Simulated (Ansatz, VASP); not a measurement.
## HfC: VASP beside Ansatz

Wanted: the spread between two codes on one cell, functional and k mesh. The cell is taken from a series of runs on this material, whose earlier steps may have relaxed, scaled, displaced or heated it; both programs get it as it stands.

Main program and level: Ansatz 0.2.0; plane waves, with VASP 6.6.1 beside it; zone-centre phonons at PBEsol.

**1. Starting point**

The structure is trigonal, space group R-3m (No. 166). Conventional cell: a = 3.323 Å, b = 3.323 Å, c = 7.890 Å, α = 90.00°, β = 90.00°, γ = 120.00°. Nearest to C lie 6 Hf at 2.33 Å. Nearest to Hf lie 6 C at 2.33 Å. Farther neighbours are not listed.

As a file:

```cif
data_structure
_symmetry_space_group_name_H-M 'R-3m:H'
_symmetry_Int_Tables_number 166
_cell_length_a 3.3229
_cell_length_b 3.3229
_cell_length_c 7.8900
_cell_angle_alpha 90.000
_cell_angle_beta 90.000
_cell_angle_gamma 120.000
_cell_volume 75.45
loop_
_atom_site_label
_atom_site_type_symbol
_atom_site_symmetry_multiplicity
_atom_site_Wyckoff_symbol
_atom_site_fract_x
_atom_site_fract_y
_atom_site_fract_z
_atom_site_occupancy
C1 C 3 a 0.00000 0.00000 0.00000 1
Hf1 Hf 3 b 0.33333 0.66667 0.16667 1
```

**2. VASP: zone-centre phonons, PBEsol**

Second derivatives magnify differences that forces hide, and they need a tight electronic threshold.

Lines of VASP's logs that name or quote its potential files are left out, and so is its time.

INCAR

```
SYSTEM = HfC
PREC = Accurate
ENCUT = 600
EDIFF = 1E-08
NELM = 120
ISMEAR = 1
SIGMA = 0.2
LREAL = .FALSE.
ALGO = Normal
GGA = PS
NBANDS = 13
LASPH = .TRUE.
LORBIT = 11
LWAVE = .FALSE.
LCHARG = .FALSE.
ISIF = 2
IBRION = 8
GGA_COMPAT = .FALSE.
KPAR = 2
```

POSCAR

```
HfC
1.0
   -0.0479979166      2.3016537554      2.3016537554
    2.3016537554     -0.0479979166      2.3016537554
    2.3016537554      2.3016537554     -0.0479979166
C Hf
1 1
Direct
    0.0000000000      0.0000000000      0.0000000000
    0.5000000000      0.5000000000      0.5000000000
```

KPOINTS

```
Automatic mesh
0
Gamma
16 16 16
0 0 0
```

The projector-augmented-wave data sets are C and Hf_pv (PBE family, release 64).

The run is started by

```
mpirun -np 2 vasp_std
```

Numbers of over 12 decimals in the logs are rounded to 6 here.

The program printed:

```text
[banner, memory and clock lines left out]
running    2 mpi-ranks, on    1 nodes
 distrk:  each k-point on    1 cores,    2 groups
 distr:  one band on    1 cores,    1 groups

 POSCAR found type information on POSCAR C Hf
 POSCAR found :  2 types and       2 ions
|                                                                             |
|               ----> ADVICE to this user running VASP <----                  |
|                                                                             |
|     You enforced a specific xc type in the INCAR file but a different       |
|     [... a line on the potential file left out ...]
|     I HOPE YOU KNOW WHAT YOU ARE DOING!                                     |
|                                                                             |

 LDA part: xc-table for (Slater+PW92), standard interpolation
 POSCAR, INCAR and KPOINTS ok, starting setup
 FFT: planning ... GRIDC
 FFT: planning ... GRID_SOFT
 FFT: planning ... GRID
 WAVECAR not read
 entering main loop
       N       E                     dE             d eps       ncg     rms          rms(c)
DAV:   1     0.248070732047E+02    0.24807E+02   -0.85354E+03 10866   0.118E+03
DAV:   2    -0.232802590568E+02   -0.48087E+02   -0.44868E+02 13791   0.220E+02
DAV:   3    -0.250582122348E+02   -0.17780E+01   -0.17653E+01 13590   0.300E+01
DAV:   4    -0.250686438250E+02   -0.10432E-01   -0.10430E-01 12090   0.271E+00
DAV:   5    -0.250687169632E+02   -0.73138E-04   -0.73137E-04 13638   0.210E-01    0.578E+01
DAV:   6    -0.222442785896E+02    0.28244E+01   -0.12348E+01 12572   0.186E+01    0.411E+01
DAV:   7    -0.221822156941E+02    0.62063E-01   -0.58080E-01 12322   0.537E+00    0.238E+01
DAV:   8    -0.221701887842E+02    0.12027E-01   -0.71238E-02 13192   0.210E+00    0.540E+00
DAV:   9    -0.221638426897E+02    0.63461E-02   -0.28856E-02 12962   0.933E-01    0.195E+00
DAV:  10    -0.221633722711E+02    0.47042E-03   -0.20113E-03 13027   0.324E-01    0.713E-02
DAV:  11    -0.221633673724E+02    0.48986E-05   -0.93560E-05 12562   0.881E-02    0.136E-02
DAV:  12    -0.221633666427E+02    0.72980E-06   -0.39163E-06 13672   0.160E-02    0.102E-02
DAV:  13    -0.221633664484E+02    0.19424E-06   -0.29762E-07 13308   0.391E-03    0.258E-03
DAV:  14    -0.221633664226E+02    0.25814E-07   -0.27355E-08 12277   0.132E-03    0.158E-03
DAV:  15    -0.221633664377E+02   -0.15067E-07   -0.55173E-09  6371   0.635E-04    0.128E-04
DAV:  16    -0.221633664374E+02    0.23556E-09   -0.67610E-10  5671   0.253E-04
   1 F= -.22163366E+02 E0= -.22163421E+02  d E =0.162938E-03
 Linear response reoptimize wavefunctions to high precision
DAV:   1    -0.221633664360E+02    0.14647E-08   -0.37507E-11  6346   0.609E-05
DAV:   2    -0.221633664360E+02   -0.29559E-11   -0.50322E-12  5571   0.204E-05
 Linear response DOF=           2
 Linear response progress:
  Degree of freedom:   1/  2
       N       E                     dE             d eps       ncg     rms          rms(c)
RMM:   1    -0.121669734436E+00   -0.12167E+00    0.33862E-02 63577   0.187E+00
RMM:   2    -0.118171143169E+00    0.34986E-02   -0.32902E-03 45853   0.346E-01    0.408E-01
RMM:   3    -0.118544757952E+00   -0.37361E-03   -0.62156E-04 42370   0.143E-01    0.214E-01
RMM:   4    -0.119444820904E+00   -0.90006E-03   -0.37948E-04 43442   0.108E-01    0.372E-02
RMM:   5    -0.119441697931E+00    0.31230E-05   -0.10252E-05 47688   0.236E-02    0.110E-02
RMM:   6    -0.119441389005E+00    0.30893E-06   -0.42031E-07 50722   0.432E-03    0.463E-03
RMM:   7    -0.119430631050E+00    0.10758E-04   -0.91634E-08 49020   0.206E-03    0.270E-03
RMM:   8    -0.119433988915E+00   -0.33579E-05   -0.12737E-08 51018   0.750E-04    0.371E-04
RMM:   9    -0.119433283883E+00    0.70503E-06   -0.13445E-09 54099   0.149E-04    0.196E-04
RMM:  10    -0.119433273846E+00    0.10037E-07   -0.35765E-09 54701   0.353E-05    0.553E-05
RMM:  11    -0.119433260339E+00    0.13507E-07   -0.20018E-09 52892   0.969E-06    0.129E-05
RMM:  12    -0.119433303824E+00   -0.43485E-07   -0.10808E-09 47945   0.502E-06    0.624E-06
RMM:  13    -0.119433304443E+00   -0.61898E-09   -0.49385E-12 38231   0.153E-06    0.195E-06
 first order change of Fermi-energy  -0.62123E-03
 force on displaced ion       1 direction 1 :  -7.473   0.347   0.347
 Linear response progress:
  Degree of freedom:   2/  2
       N       E                     dE             d eps       ncg     rms          rms(c)
RMM:   1    -0.215743652865E+00   -0.21574E+00    0.37097E+00 31506   0.120E+01
RMM:   2    -0.212616728830E+00    0.31269E-02   -0.31537E-02 44047   0.130E+00    0.511E-01
RMM:   3    -0.211873289928E+00    0.74344E-03   -0.98996E-04 55744   0.159E-01    0.209E-01
RMM:   4    -0.211360596983E+00    0.51269E-03   -0.82496E-05 60074   0.562E-02    0.132E-01
RMM:   5    -0.210899268481E+00    0.46133E-03   -0.30065E-05 58729   0.405E-02    0.132E-02
RMM:   6    -0.210890019830E+00    0.92487E-05   -0.23669E-06 60521   0.105E-02    0.593E-03
RMM:   7    -0.210899094857E+00   -0.90750E-05    0.27305E-07 64122   0.251E-03    0.605E-03
RMM:   8    -0.210899247434E+00   -0.15258E-06   -0.19240E-06 62900   0.579E-04    0.163E-03
RMM:   9    -0.210899534134E+00   -0.28670E-06   -0.17062E-06 66642   0.281E-04    0.119E-04
RMM:  10    -0.210899857007E+00   -0.32287E-06   -0.11126E-06 63763   0.942E-05    0.239E-05
RMM:  11    -0.210899918510E+00   -0.61503E-07   -0.51224E-07 69473   0.341E-05    0.324E-05
RMM:  12    -0.210899927957E+00   -0.94472E-08   -0.27151E-07 62041   0.127E-05    0.213E-05
RMM:  13    -0.210899936996E+00   -0.90389E-08   -0.14424E-07 56567   0.649E-06    0.679E-06
RMM:  14    -0.210899935912E+00    0.10845E-08   -0.82593E-08 43854   0.366E-06    0.821E-06
 first order change of Fermi-energy   0.77877E-03
 force on displaced ion       2 direction 1 :  -7.476   0.347   0.347
 Linear response finished
```

OUTCAR, selected parts (step 2):

```text
ion  position               nearest neighbor table
   1  0.000  0.000  0.000-   2 2.33   2 2.33   2 2.33   2 2.33   2 2.33   2 2.33
   2  0.500  0.500  0.500-   1 2.33   1 2.33   1 2.33   1 2.33   1 2.33   1 2.33

  LATTYP: Found a trigonal (rhomboedric) cell.
 ALAT       =     3.2553838206
 COS(alpha) =     0.4790421731

 Subroutine GETGRP returns: Found 12 space group operations
 (whereof 12 operations were pure point group operations)

The static configuration has the point symmetry D_3d.

 Found    417 irreducible k-points:

   k-points           NKPTS =    417   k-points in BZ     NKDIM =    417   number of bands    NBANDS=     13

   dimension x,y,z NGX =    28 NGY =   28 NGZ =   28
   dimension x,y,z NGXF=    56 NGYF=   56 NGZF=   56

   ENCUT  =  600.0 eV  44.10 Ry    6.64 a.u.   6.50  6.50  6.50*2*pi/ulx,y,z

   NELECT =      14.0000    total number of electrons

 k-points in reciprocal lattice and weights: Automatic mesh
   0.00000000  0.00000000  0.00000000       0.000
   0.06250000  0.00000000 -0.00000000       0.001
   0.12500000  0.00000000 -0.00000000       0.001
   0.18750000 -0.00000000 -0.00000000       0.001
   0.25000000  0.00000000 -0.00000000       0.001
   0.31250000  0.00000000 -0.00000000       0.001
   0.37500000 -0.00000000 -0.00000000       0.001
   0.43750000  0.00000000  0.00000000       0.001
   0.50000000  0.00000000 -0.00000000       0.001
[...]
-0.43750000  0.50000000  0.43750000       0.001
   0.50000000  0.50000000  0.50000000       0.000

 average (electrostatic) potential at core
       1 -47.8961       2 -35.2859

  Total       -1.1282499     -1.1282499     -1.1282499      0.5224221      0.5224221      0.5224221
  in kB      -71.8771765    -71.8771765    -71.8771765     33.2818370     33.2818370     33.2818370
  external PRESSURE =     -71.8771765 kB  Pullay stress =       0.0000000 kB

  energy-cutoff  :      600.00
  volume of cell :       25.15
      direct lattice vectors                 reciprocal lattice vectors
    -0.047997917  2.301653755  2.301653755    -0.210555317  0.215039682  0.215039682
     2.301653755 -0.047997917  2.301653755     0.215039682 -0.210555317  0.215039682
     2.301653755  2.301653755 -0.047997917     0.215039682  0.215039682 -0.210555317

 POSITION                                       TOTAL-FORCE (eV/Angst)
 -----------------------------------------------------------------------------------
      0.00000      0.00000      0.00000        -0.000000     -0.000000     -0.000000
      2.27765      2.27765      2.27765         0.000000      0.000000      0.000000
 -----------------------------------------------------------------------------------
    total drift:                                0.000000      0.000000      0.000000

 Eigenvectors and eigenvalues of the dynamical matrix
 ----------------------------------------------------

   1 f  =   13.031616 THz    81.880055 2PiTHz  434.687905 cm-1    53.894407 meV
             X         Y         Z           dx          dy          dz
      0.000000  0.000000  0.000000    -0.395164   -0.395164    0.790327
      2.277655  2.277655  2.277655     0.102530    0.102530   -0.205059

   2 f  =   13.031616 THz    81.880055 2PiTHz  434.687905 cm-1    53.894407 meV
             X         Y         Z           dx          dy          dz
      0.000000  0.000000  0.000000     0.684444   -0.684444   -0.000000
      2.277655  2.277655  2.277655    -0.177587    0.177587   -0.000000

   3 f  =   12.134384 THz    76.242583 2PiTHz  404.759483 cm-1    50.183757 meV
             X         Y         Z           dx          dy          dz
      0.000000  0.000000  0.000000    -0.558846   -0.558846   -0.558846
      2.277655  2.277655  2.277655     0.144998    0.144998    0.144998

   4 f/i=    0.000594 THz     0.003732 2PiTHz    0.019814 cm-1     0.002457 meV
             X         Y         Z           dx          dy          dz
      0.000000  0.000000  0.000000     0.144998    0.144998    0.144998
      2.277655  2.277655  2.277655     0.558846    0.558846    0.558846

   5 f/i=    0.000657 THz     0.004127 2PiTHz    0.021910 cm-1     0.002716 meV
             X         Y         Z           dx          dy          dz
      0.000000  0.000000  0.000000    -0.132325   -0.069501    0.201826
      2.277655  2.277655  2.277655    -0.509998   -0.267868    0.777865

   6 f/i=    0.000657 THz     0.004127 2PiTHz    0.021910 cm-1     0.002716 meV
             X         Y         Z           dx          dy          dz
      0.000000  0.000000  0.000000    -0.156651    0.192922   -0.036271
      2.277655  2.277655  2.277655    -0.603754    0.743549   -0.139794

 ELASTIC MODULI CONTR FROM IONIC RELAXATION (kBar)
 Direction    XX          YY          ZZ          XY          YZ          ZX
 --------------------------------------------------------------------------------
 XX           0.0000      0.0000      0.0000      0.0000      0.0000      0.0000
 YY           0.0000      0.0000      0.0000      0.0000      0.0000      0.0000
 ZZ           0.0000      0.0000      0.0000      0.0000      0.0000      0.0000
 XY           0.0000      0.0000      0.0000      0.0000      0.0000      0.0000
 YZ           0.0000      0.0000      0.0000      0.0000      0.0000      0.0000
 ZX           0.0000      0.0000      0.0000      0.0000      0.0000      0.0000
 --------------------------------------------------------------------------------
```

(Part 1 of 2 ends here.)

[Lines on the potential files, build, host, timing and source positions are cut from VASP's logs without a mark.]

[Logs are printed without paths, hosts, clocks, repeated set-up lines and the standing remarks that a program may print on its own settings, such as how far it seeks lower states.]

[Hosts, paths, dates, database ids (printed as entryN), source tags and the programs' standing remarks are cut or masked in the printed files.]
